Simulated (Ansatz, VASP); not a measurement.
# Cross-check of Si2W between VASP and Ansatz, part 2 of 2

Wanted: the spread between two codes on one cell, functional and k mesh. The cell is taken from a series of runs on this material, whose earlier steps may have relaxed, scaled, displaced or heated it; both programs get it as it stands. Other levels of theory on this material are compared in a session of their own.

VASP 6.6.1 and Ansatz 0.2.0.

So far: Starting point; VASP: relaxation of cell and atoms, PBEsol.

## Step 3: Ansatz: relaxation of cell and atoms, PBEsol

Level of this step: Ansatz beside VASP: Kohn-Sham DFT, plane waves, PBEsol (Ansatz).

Ansatz runs on its PAW soft_1 files.

The same cell, functional, mesh and smearing now go to Ansatz, which takes its cutoff from its data sets.

File input.yaml:

```yaml
crystal:
  lattice:
    - [-1.6014454819, 1.6014454819, 3.908322351]
    - [1.6014454819, -1.6014454819, 3.908322351]
    - [1.6014454819, 1.6014454819, -3.908322351]
  atoms:
    - { symbol: Si, position: [0.3345392717, 0.3345392717, 0.0] }
    - { symbol: Si, position: [0.6654607283, 0.6654607283, 0.0] }
    - { symbol: W, position: [0.0, 0.0, 0.0] }
kpoints:
  mp_grid: { grid: [20, 20, 20] }
hamiltonian:
  xc: pbesol
  pseudopotentials: { kind: paw, azcp: { folder: soft_1 }, xc_functional: pbe }
scf:
  occupations: { method: methfessel_paxton, width: 0.2 }
output:
  forces: true
  stress: true
  eigenvalues: true
  write_density: true
  write_potential: true
  elf: true
  volumetric_format: npy
relax:
  adjacent_minimum: "off"
  f_tol: 0.001
  max_steps: 60
  cell: { stress_tol: 0.01 }
```

Started as:

```
> ansatz run input.yaml --threads 4 --pin off --max-ram 10240MiB --backend cpu --events-out ev --progress --plain --runs-dir out
```

Numbers of over 12 decimals in the logs are rounded to 6 here.

The log of the run:

```text
Engine: ansatz 0.2.0, aarch64-unknown-linux-gnu
Pseudopotentials: kind: paw
Pseudopotential: Si, paw, valence charge 4, recommended cutoff 420 eV (normal), soft_1/Si.paw.azcp
Pseudopotential: W, paw, valence charge 14, recommended cutoff 420 eV (normal), soft_1/W.paw.azcp
Functional definition: PBEsol
  exchange = pbesol_x
  correlation = pbesol_c
Crystal: 3 atoms, lattice volume = 40.094 Å³
Basis set: ecut = 420 eV, 769 PW (Γ), exchange–correlation on 64×64×64 points (8 copies of the dense FFT grid, shifted against one another)
Bands: 15, of which v1, the nominal top of the filled ones, is band 11 counted from 1 (10 counted from 0)
Symmetry: 16 space group operations
Space group: I4/mmm (ITA 139), of the structure as read, at distance tolerance 3.4e-5 Å
k-points: 641 of 8000
Non-local potential: Si, projectors of the file, l = 0: 2, l = 1: 2, l = 2: 1
Non-local potential: W, projectors of the file, l = 0: 3, l = 1: 2, l = 2: 2, l = 3: 1
PAW form: soft (Blöchl's): semilocal exchange-correlation on the pseudo side does not see the compensation charge
PAW frozen core: Si, regenerated for the run's functional, and the local potential with it (the file was generated under x = pbe(κ = 0.804, μ = 0.219515), c = pbe(β = 0.066725))
PAW frozen core: W, regenerated for the run's functional, and the local potential with it (the file was generated under x = pbe(κ = 0.804, μ = 0.219515), c = pbe(β = 0.066725))
PAW one-centre angular grid: Si, 110 points (default); XC on 64 Gauss nodes
PAW one-centre angular grid: W, 590 points (default); XC on 64 Gauss nodes
Initial density: superposition of atomic densities (chi_scale 0.1, normalization cell, long waves kept (reshape's long-wave potential 0.00 eV rms))
Initial wavefunctions: pseudopotential atomic-orbital guess
Functional: x = pbesol(κ = 0.804, μ = 0.123457), c = pbesol(β = 0.046)
SCF iter   1: F=—  HF=-11502.241092 eV  |F-HF|=—  |Δ(HF+E_count)|=         —  Δρ=4.97e-2  dr2=9.78e-1  ethr=3.10e-3  ⟨swp⟩=5.3  Hψ=56067  notcnv=0
preconditioner: auto → Kerker (q_TF=auto, 2.469 Å⁻¹)  [metal: Δε(μ)=0.019 eV  Ē_g=8.337 eV  σ=0.200 eV  W_gap=0.08  n_scr=10 (ndim 8)  ℏωp=21.9 eV  f_vac=0.000  D(μ)=0.25/eV (n_scr^D=0)]
SCF iter   2: F=—  HF=-11501.992842 eV  |F-HF|=—  |Δ(HF+E_count)|=   2.48e-1  S|Δr|=    0.00e0  Δρ=2.65e-2  dr2=2.16e-1  ethr=3.10e-3  ⟨swp⟩=2.2  Hψ=17678  notcnv=0
SCF iter   3: F=—  HF=-11501.916144 eV  |F-HF|=—  |Δ(HF+E_count)|=   7.67e-2  S|Δr|=    0.00e0  Δρ=6.59e-3  dr2=1.41e-2  ethr=9.83e-4  ⟨swp⟩=2.7  Hψ=17027  notcnv=0
SCF iter   4: F=—  HF=-11501.910917 eV  |F-HF|=—  |Δ(HF+E_count)|=   5.23e-3  S|Δr|=    0.00e0  Δρ=5.10e-4  dr2=5.65e-5  ethr=6.43e-5  ⟨swp⟩=2.7  Hψ=14834  notcnv=0
SCF iter   5: F=—  HF=-11501.910906 eV  |F-HF|=—  |Δ(HF+E_count)|=   1.12e-5  S|Δr|=    0.00e0  Δρ=5.95e-5  dr2=1.03e-6  ethr=2.57e-7  ⟨swp⟩=2.3  Hψ=14965  notcnv=0
SCF iter   6: F=-11501.910906 eV  HF=-11501.910906 eV  |F-HF|=1.31e-8  |Δ(HF+E_count)|=   4.00e-8  S|Δr|=    0.00e0  Δρ=1.03e-5  dr2=3.81e-8  ethr=4.55e-10  ⟨swp⟩=9.8  Hψ=69218  notcnv=0
SCF 1 converged in 6 iterations: F = -11501.910906 eV  dr2 = 3.81e-8
  greatest PAW one-centre occupation: 0.999 electrons in one spin orbital (limit 2), on the W atom at site 2 (counted from 0), in its partial waves of l = 0
relax step   1: F+E_penalty+E_count = -11501.91090576 eV  Δ(F+E_penalty+E_count) = +0.000e0 eV  max|allowed force component| = 5.322e-4 eV/Å  Δτ_max = 0.0000 Å  P = -0.016 GPa  Ω = 40.094 Å³  (6 SCF iters, dr2 threshold 1.00e-7 eV, accepted)
[...]
relax step   2: F+E_penalty+E_count = -11501.91090685 eV  Δ(F+E_penalty+E_count) = -1.093e-6 eV  max|allowed force component| = 2.799e-4 eV/Å  Δτ_max = 0.0000 Å  P = +0.002 GPa  Ω = 40.091 Å³  energy of the carried Pulay correction = +5.891e-7 eV  (3 SCF iters, dr2 threshold 5.67e-9 eV, accepted)
[...]
relax step   3: F+E_penalty+E_count = -11501.91090692 eV  Δ(F+E_penalty+E_count) = -6.391e-8 eV  max|allowed force component| = 1.759e-4 eV/Å  Δτ_max = 0.0000 Å  P = -0.000 GPa  Ω = 40.091 Å³  energy of the carried Pulay correction = +5.632e-7 eV  (3 SCF iters, dr2 threshold 6.24e-10 eV, accepted)
[...]
relax step   4: F+E_penalty+E_count = -11501.91090662 eV  Δ(F+E_penalty+E_count) = +2.913e-7 eV  max|allowed force component| = 1.776e-4 eV/Å  Δτ_max = 0.0000 Å  P = -0.000 GPa  Ω = 40.091 Å³  stress off target by 2.45e-4 GPa  SCF on the basis re-selected at this cell (its energy is not comparable with the rows above)  (4 SCF iters)
basis re-selected at this cell: Δ(F+E_penalty+E_count) = +2.913e-7 eV, ΔP = -0.000 GPa vs the last step (what re-selecting the basis moved, of the pressure what is left beyond the Pulay correction that the steps carried, after the strain that the cell walked since its last selection, with what the two solves' SCF thresholds leave and, on support functions, any second-order correction that the steps lacked; it is no m [...]
SCF converged after 4 iterations
Stability not checked: this state was not tested for a lower state beside it, because cold or Methfessel-Paxton smearing, or corrected tetrahedra, fill the levels in a way that the test cannot read (fill_not_monotonic; see scf.lower_state_search)
Free energy (F): -11501.910907 eV
Harris-Foulkes:  -11501.910907 eV  (|F-HF|=1.82e-12)
Internal energy: -11501.911976 eV  (E = F + TS)
E sigma→0 (E₀):  -11501.911174 eV
Entropy (-TS):   0.001069 eV (0.356 meV/atom)
Fermi energy:    16.699239 eV
--- Per-component energies (eV) ---
  E_band       = -80.907151
  E_kinetic    = 513.737638
  E_local      = -881.670197  (includes V_loc(G=0)·N_el)
  E_nonlocal   = 21.224449
  E_hartree    = 383.385869
  E_xc         = -382.864267
  E_vxc        = -333.538798  (∫ρ·V_xc dr)
  E_paw        = -9446.681093  (= ΣΔE_a)
  E_vpaw       = -167.432209  (= ΣTr[D̂ρ^β])
  E_aug_tail   = 0.000209  (compensation charges beyond the density's cutoff)
  E_ewald      = -1709.329564
  E_core_change = 0.284979  (= ΣΔE_core)
  E_smearing   = 0.001069  (= −TS)
  E_closure    = 0.000000  (closes the sum)
  Σ components = -11501.910907   (vs F -11501.910907, Δ=0.00e0)
--- Forces (eV/Å), atoms counted from 1 ---
  atom   1  Si     0.00000000     0.00000000    -0.00017760
  atom   2  Si    -0.00000000    -0.00000000     0.00017760
  atom   3  W     -0.00000000     0.00000000    -0.00000000
  max |Σ_I F_I| component: 5.42e-20 eV/Å
--- Stress (GPa, compression-positive) ---
       -0.000141       0.000000       0.000000
        0.000000      -0.000141       0.000000
       -0.000000       0.000000       0.000245
  P = ⅓ Tr σ = -0.0000 GPa (-0.000 kbar)
--- Band table (eV; the first three rows and the last of 641) ---
  k-point 0: bands = [... 7 lower, 13.3200, 13.8545, 13.8545, 17.3462, 19.5383, 19.5972, 19.8483, 19.8483]
  k-point 1: bands = [... 7 lower, 13.3397, 13.6353, 14.1838, 16.9185, 19.4088, 19.8589, 19.9098, 19.9319]
  k-point 2: bands = [... 7 lower, 13.0952, 13.4011, 14.6684, 15.9504, 19.2005, 20.0757, 20.1148, 20.4343]
  k-point 640: bands = [... 7 lower, 14.1012, 15.8995, 15.8995, 16.2048, 16.2048, 17.5248, 21.2373, 21.6898]
--- Relaxed structure (3 steps of the walk, 3 accepted, 1 SCFs on fresh bases) ---
  F+E_penalty+E_count = -11501.91090662 eV   max|allowed force component| = 1.776e-4 eV/Å   (the final SCF, on the basis selected at the relaxed cell)
  cell:  # Å, volume = 40.0912 Å³
    - [-1.601472, 1.601472, 3.907958]
    - [1.601472, -1.601472, 3.907958]
    - [1.601472, 1.601472, -3.907958]
  atoms:
    - { symbol: Si, position: [0.334535, 0.334535, 0] }
    - { symbol: Si, position: [0.665465, 0.665465, 0] }
    - { symbol: W, position: [0, 0, 0] }
```

Reading the cycles: dr2 is the Hartree energy of the density residual (eV), the measure of convergence; HF is the Harris–Foulkes estimate of the energy, which meets the free energy F at convergence.

## Step 4: Differences

Known differences besides the potentials themselves: the data sets hold 22 valence electrons in Ansatz (on its PAW soft_1 files) and 14 in VASP; the cutoff is 420 eV in Ansatz and 600 eV in VASP; Ansatz makes its cores anew for this functional, VASP keeps those of its PBE data sets; Ansatz adds a Pulay correction to the stress that steers its cell, VASP none. Total energies have different zeros and are not compared.

Both answers:

```csv
quantity,Ansatz,VASP,difference
volume (Å³),40.09,40.04,+0.12 %
"edge a after relaxation, in the typed setting (Å)",4.517,4.515,+0.04 %
```

## Step 5: What came out

| Property | Result |
| --- | --- |
| difference in volume (relaxation of cell and atoms, PBEsol) | 0.12 % |

The difference in volume is 0.12 % (relaxation of cell and atoms, PBEsol), within the 1.2 % picked in this series as the mark of a large difference, as far as the stopping tolerances let one tell. The data sets hold unlike numbers of valence electrons (22 in Ansatz and 14 in VASP), so part of the differences comes from the potentials. 11 further runs of this series are not shown here. How closely two codes agree says nothing of how well the functional describes the real material.

[Lines on the potential files, build, host, timing and source positions are cut from VASP's logs without a mark.]

[Logs are printed without paths, hosts, clocks, repeated set-up lines and the standing remarks that a program may print on its own settings, such as how far it seeks lower states.]

[Hosts, paths, dates, database ids (printed as entryN), source tags and the programs' standing remarks are cut or masked in the printed files.]
